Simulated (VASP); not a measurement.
These are r2SCAN meta-GGA, VASP's PBE PAW potentials (set 64) (plane waves; VASP) values and carry that method's errors.

The input files of a VASP run:

File POSCAR:
```
CoSn
1
    2.6223078008    -4.5419702400    -0.0000000000
    2.6223078008     4.5419702400    -0.0000000000
   -0.0000000000     0.0000000000     4.1837308395
Co Sn
3 3
Direct
  0.5000000000   0.0000000000   0.0000000000
  0.5000000000   0.5000000000   0.0000000000
  0.0000000000   0.5000000000   0.0000000000
  0.0000000000   0.0000000000   0.0000000000
  0.3333330000   0.6666670000   0.5000000000
  0.6666670000   0.3333330000   0.5000000000
```

KPOINTS:
```
Automatic mesh
0
Gamma
6 6 7
0 0 0
```

### INCAR
```
SYSTEM = CoSn
PREC = Accurate
ENCUT = 400
EDIFF = 1E-6
NELM = 100
ALGO = Normal
LREAL = .FALSE.
LASPH = .TRUE.
ISMEAR = 1
SIGMA = 0.1
METAGGA = R2SCAN
LMIXTAU = .TRUE.
LMAXMIX = 4
LWAVE = .FALSE.
LCHARG = .FALSE.
IBRION = 2
ISIF = 3
NSW = 60
EDIFFG = -0.02
```

POTCAR, in this order: Co Sn_d (PBE.64 set). Program: vasp_std.

The run wrote:

OUTCAR:
```
 ion  position               nearest neighbor table
   1  0.500  0.000  0.000-   5 2.58   6 2.58   5 2.58   6 2.58   2 2.62   4 2.62   2 2.62   4 2.62
                             3 2.62   3 2.62
   2  0.500  0.500  0.000-   5 2.58   6 2.58   5 2.58   6 2.58   1 2.62   3 2.62   1 2.62   3 2.62
                             4 2.62   4 2.62
   3  0.000  0.500  0.000-   5 2.58   6 2.58   5 2.58   6 2.58   2 2.62   4 2.62   4 2.62   2 2.62
                             1 2.62   1 2.62
   4  0.000  0.000  0.000-   1 2.62   3 2.62   3 2.62   1 2.62   2 2.62   2 2.62   6 3.68   5 3.68
                             6 3.68   5 3.68   5 3.68   5 3.68   6 3.68   6 3.68   6 3.68   5 3.68
   5  0.333  0.667  0.500-   1 2.58   3 2.58   1 2.58   3 2.58   2 2.58   2 2.58   6 3.03   6 3.03
                             6 3.03   4 3.68   4 3.68   4 3.68   4 3.68   4 3.68   4 3.68
   6  0.667  0.333  0.500-   1 2.58   3 2.58   1 2.58   3 2.58   2 2.58   2 2.58   5 3.03   5 3.03
                             5 3.03   4 3.68   4 3.68   4 3.68   4 3.68   4 3.68   4 3.68
  LATTYP: Found a hexagonal cell.
 ALAT       =     5.2446155115
 C/A-ratio  =     0.7977192666
 Subroutine PRICEL returns:
 Original cell was already a primitive cell.
 Subroutine GETGRP returns: Found 24 space group operations
The static configuration has the point symmetry D_6h.
The dynamic configuration has the point symmetry D_6h.
 Subroutine INISYM returns: Found 24 space group operations
 Subroutine IBZKPT returns following result:
 Found     28 irreducible k-points:

 Following reciprocal coordinates:
            Coordinates               Weight
  0.000000  0.000000  0.000000      1.000000
  0.166667  0.000000  0.000000      6.000000
  0.333333  0.000000  0.000000      6.000000
  0.500000  0.000000  0.000000      3.000000
  0.166667  0.166667  0.000000      6.000000
  0.333333  0.166667  0.000000     12.000000
  0.333333  0.333333  0.000000      2.000000
  0.000000  0.000000  0.142857      2.000000
  0.166667  0.000000  0.142857     12.000000
  0.333333  0.000000  0.142857     12.000000
  0.500000  0.000000  0.142857      6.000000
  0.166667  0.166667  0.142857     12.000000
  0.333333  0.166667  0.142857     24.000000
  0.333333  0.333333  0.142857      4.000000
  0.000000  0.000000  0.285714      2.000000
  0.166667  0.000000  0.285714     12.000000
  0.333333  0.000000  0.285714     12.000000
  0.500000  0.000000  0.285714      6.000000
  0.166667  0.166667  0.285714     12.000000
  0.333333  0.166667  0.285714     24.000000
  0.333333  0.333333  0.285714      4.000000
  0.000000  0.000000  0.428571      2.000000
  0.166667  0.000000  0.428571     12.000000
  0.333333  0.000000  0.428571     12.000000
  0.500000  0.000000  0.428571      6.000000
  0.166667  0.166667  0.428571     12.000000
  0.333333  0.166667  0.428571     24.000000
  0.333333  0.333333  0.428571      4.000000
   k-points           NKPTS =     28   k-points in BZ     NKDIM =     28   number of bands    NBANDS=     41
   number of dos      NEDOS =    301   number of ions     NIONS =      6
   total plane-waves  NPLWV =  36288
   dimension x,y,z NGX =    36 NGY =   36 NGZ =   28
   dimension x,y,z NGXF=    72 NGYF=   72 NGZF=   56
   ions per type =               3   3
   PREC   = accura    normal or accurate (medium, high low for compatibility)
   ISTART =      0    job   : 0-new  1-cont  2-samecut
   ICHARG =      2    charge: 1-file 2-atom 10-const
   ISPIN  =      1    spin polarized calculation?
   LNONCOLLINEAR =      F non collinear calculations
   LSORBIT =      F    spin-orbit coupling
   INIWAV =      1    electr: 0-lowe 1-rand  2-diag
   ENCUT  =  400.0 eV  29.40 Ry    5.42 a.u.   8.55  8.55  6.82*2*pi/ulx,y,z
   NELM   =    100;   NELMIN=  2; NELMDL= -5     # of ELM steps
   EDIFF  = 0.1E-05   stopping-criterion for ELM
   LREAL  =      F    real-space projection
   NLSPLINE    = F    spline interpolate recip. space projectors
   LMAXMIX     =    4 max onsite mixed and CHGCAR
   VOSKOWN=      0    Vosko Wilk Nusair interpolation
...
```

**OSZICAR**
```
       N       E                     dE             d eps       ncg     rms          rms(c)
DAV:   1     0.567928875337E+03    0.56793E+03   -0.28030E+04  2328   0.236E+03
DAV:   2    -0.274817791458E+02   -0.59541E+03   -0.58277E+03  2296   0.595E+02
DAV:   3    -0.122385741039E+03   -0.94904E+02   -0.92815E+02  2331   0.227E+02
DAV:   4    -0.126929023573E+03   -0.45433E+01   -0.45054E+01  2708   0.562E+01
DAV:   5    -0.127087026327E+03   -0.15800E+00   -0.15791E+00  3212   0.936E+00    0.180E+01
DAV:   6    -0.121196777423E+03    0.58902E+01   -0.66119E+01  2548   0.861E+01    0.211E+01
DAV:   7    -0.113649829527E+03    0.75469E+01   -0.25229E+01  2629   0.496E+01    0.533E+00
DAV:   8    -0.112994435090E+03    0.65539E+00   -0.34433E+00  2750   0.113E+01    0.337E+00
DAV:   9    -0.113663265304E+03   -0.66883E+00   -0.99408E-01  2473   0.932E+00    0.129E+00
DAV:  10    -0.113662398994E+03    0.86631E-03   -0.58184E-02  2988   0.226E+00    0.752E-01
DAV:  11    -0.113636697727E+03    0.25701E-01   -0.32329E-02  2453   0.176E+00    0.228E-01
DAV:  12    -0.113658336881E+03   -0.21639E-01   -0.23198E-02  2336   0.118E+00    0.121E-01
DAV:  13    -0.113660296943E+03   -0.19601E-02   -0.41184E-03  2358   0.513E-01    0.592E-02
DAV:  14    -0.113660506801E+03   -0.20986E-03   -0.76519E-04  2486   0.158E-01    0.441E-02
DAV:  15    -0.113660690914E+03   -0.18411E-03   -0.12320E-04  2537   0.782E-02    0.127E-02
DAV:  16    -0.113660637857E+03    0.53056E-04   -0.26908E-05  2706   0.418E-02    0.645E-03
DAV:  17    -0.113660700543E+03   -0.62685E-04   -0.12153E-05  2358   0.323E-02    0.520E-03
DAV:  18    -0.113660654429E+03    0.46113E-04   -0.56646E-06  2215   0.210E-02    0.101E-03
DAV:  19    -0.113660686020E+03   -0.31590E-04   -0.18298E-06  1751   0.129E-02    0.659E-04
DAV:  20    -0.113660678491E+03    0.75286E-05   -0.15525E-07  1214   0.439E-03    0.422E-04
DAV:  21    -0.113660679536E+03   -0.10447E-05   -0.52614E-08  1194   0.198E-03    0.114E-04
DAV:  22    -0.113660678341E+03    0.11953E-05   -0.14340E-08  1176   0.107E-03    0.106E-04
DAV:  23    -0.113660678022E+03    0.31902E-06   -0.63022E-09  1175   0.747E-04
   1 F= -.11366068E+03 E0= -.11366165E+03  d E =-.113661E+03
```

### OUTCAR
```
------------------------ aborting loop because EDIFF is reached ----------------------------------------
  FORCE on cell =-STRESS in cart. coord.  units (eV):
  Direction    XX          YY          ZZ          XY          YZ          ZX
  --------------------------------------------------------------------------------------
  Total       -0.0209933     -0.0209933      0.0132671      0.0000000     -0.0000000     -0.0000000
  in kB       -0.3374965     -0.3374965      0.2132878      0.0000000     -0.0000000     -0.0000000
  external PRESSURE =      -0.1539017 kB  Pullay stress =       0.0000000 kB
  volume of cell :       99.66
      direct lattice vectors                 reciprocal lattice vectors
     2.622307801 -4.541970240  0.000000000     0.190671743 -0.110084385  0.000000000
     2.622307801  4.541970240  0.000000000     0.190671743  0.110084385  0.000000000
     0.000000000  0.000000000  4.183730839     0.000000000  0.000000000  0.239021113
 POSITION                                       TOTAL-FORCE (eV/Angst)
 -----------------------------------------------------------------------------------
      1.31115     -2.27099      0.00000         0.000000      0.000000      0.000000
      2.62231      0.00000      0.00000         0.000000      0.000000      0.000000
      1.31115      2.27099      0.00000         0.000000      0.000000      0.000000
      0.00000      0.00000      0.00000         0.000000      0.000000      0.000000
      2.62231      1.51399      2.09187         0.000000     -0.000000      0.000000
      2.62231     -1.51399      2.09187        -0.000000     -0.000000      0.000000
 -----------------------------------------------------------------------------------
    total drift:                                0.000000      0.000000      0.000000
  FREE ENERGIE OF THE ION-ELECTRON SYSTEM (eV)
  ---------------------------------------------------
  free  energy   TOTEN  =      -113.6606780216 eV

  energy  without entropy=     -113.6635880592  energy(sigma->0) =     -113.66164803

 reached required accuracy - stopping structural energy minimisation
```
(Selected blocks of OUTCAR.)

The compound is CoSn in the sg191 structure. It was relaxed first. The start is the result of an earlier pass. The run is not spin-polarised, so no magnetic state was tried. The electron count is odd and the run is not spin-polarised, which forces a metal.
